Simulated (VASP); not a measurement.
Data:

```xyz
2
Lattice="0.0000 2.5649 2.5649 2.5649 0.0000 2.5649 2.5649 2.5649 0.0000" Properties=species:S:1:pos:R:3 pbc="T T T"
Mg     0.0000     0.0000     0.0000
S      2.5649     2.5649     2.5649
```

Level of theory: G0W0 on PBE orbitals, VASP's PBE PAW potentials (set 64) (plane waves; VASP 6.6.1). Numerical set-up: PREC = Normal, 500 eV cut-off, 4×4×4 Γ-centred mesh, Gaussian smearing of 0.010 eV, potentials Mg_sv_GW S_GW.

The mesh is coarse and the basis finite, so the quasiparticle values are not converged.

NBANDS = 160, ENCUTGW = 200 eV, NOMEGA = 64. The PBE levels (eV) that the step starts from are:

```csv
state,KS energy,filling
"k1 (0.00, 0.00, 0.00), band 5",-8.43,2
"k1 (0.00, 0.00, 0.00), band 6",4.48,2
"k1 (0.00, 0.00, 0.00), band 7",4.48,2
"k1 (0.00, 0.00, 0.00), band 8",4.48,2
"k1 (0.00, 0.00, 0.00), band 9",8.54,0
"k1 (0.00, 0.00, 0.00), band 10",12.35,0
"k1 (0.00, 0.00, 0.00), band 11",12.35,0
"k1 (0.00, 0.00, 0.00), band 12",12.35,0
"k2 (0.25, 0.00, 0.00), band 5",-7.83,2
"k2 (0.25, 0.00, 0.00), band 6",1.56,2
"k2 (0.25, 0.00, 0.00), band 7",4.13,2
"k2 (0.25, 0.00, 0.00), band 8",4.13,2
"k2 (0.25, 0.00, 0.00), band 9",9.58,0
"k2 (0.25, 0.00, 0.00), band 10",12.30,0
"k2 (0.25, 0.00, 0.00), band 11",12.30,0
"k2 (0.25, 0.00, 0.00), band 12",13.02,0
"k6 (-0.25, 0.25, 0.00), band 5",-7.09,2
"k6 (-0.25, 0.25, 0.00), band 6",0.62,2
"k6 (-0.25, 0.25, 0.00), band 7",2.01,2
"k6 (-0.25, 0.25, 0.00), band 8",3.80,2
"k6 (-0.25, 0.25, 0.00), band 9",10.20,0
"k6 (-0.25, 0.25, 0.00), band 10",12.38,0
"k6 (-0.25, 0.25, 0.00), band 11",12.43,0
"k6 (-0.25, 0.25, 0.00), band 12",12.53,0
```

Task: Give the quasiparticle energies and renormalisation factors Z.

Result: 
| state | QP energy (eV) | Z |
|---|---|---|
| k1 (0.00, 0.00, 0.00), band 5 | -9.61 | 0.73 |
| k1 (0.00, 0.00, 0.00), band 6 | 3.44 | 0.78 |
| k1 (0.00, 0.00, 0.00), band 7 | 3.44 | 0.78 |
| k1 (0.00, 0.00, 0.00), band 8 | 3.44 | 0.78 |
| k1 (0.00, 0.00, 0.00), band 9 | 9.03 | 0.80 |
| k1 (0.00, 0.00, 0.00), band 10 | 12.91 | 0.80 |
| k1 (0.00, 0.00, 0.00), band 11 | 12.91 | 0.80 |
| k1 (0.00, 0.00, 0.00), band 12 | 12.91 | 0.80 |
| k2 (0.25, 0.00, 0.00), band 5 | -8.95 | 0.73 |
| k2 (0.25, 0.00, 0.00), band 6 | 0.39 | 0.76 |
| k2 (0.25, 0.00, 0.00), band 7 | 3.06 | 0.77 |
| k2 (0.25, 0.00, 0.00), band 8 | 3.06 | 0.77 |
| k2 (0.25, 0.00, 0.00), band 9 | 10.05 | 0.80 |
| k2 (0.25, 0.00, 0.00), band 10 | 12.94 | 0.79 |
| k2 (0.25, 0.00, 0.00), band 11 | 12.94 | 0.79 |
| k2 (0.25, 0.00, 0.00), band 12 | 13.62 | 0.78 |
| k6 (-0.25, 0.25, 0.00), band 5 | -8.13 | 0.72 |
| k6 (-0.25, 0.25, 0.00), band 6 | -0.61 | 0.76 |
| k6 (-0.25, 0.25, 0.00), band 7 | 0.82 | 0.77 |
| k6 (-0.25, 0.25, 0.00), band 8 | 2.71 | 0.77 |
| k6 (-0.25, 0.25, 0.00), band 9 | 10.74 | 0.80 |
| k6 (-0.25, 0.25, 0.00), band 10 | 13.03 | 0.78 |
| k6 (-0.25, 0.25, 0.00), band 11 | 12.95 | 0.79 |
| k6 (-0.25, 0.25, 0.00), band 12 | 13.23 | 0.78 |
On the mesh the gap opens from 2.85 to 4.39 eV.

The compound is MgS in the rock salt structure. This cell is one point of a volume scan, at 0.96 of the reference volume. The k-mesh is coarse (spacing up to 0.53 per Å, 2π included), so the numbers may not be converged in it.
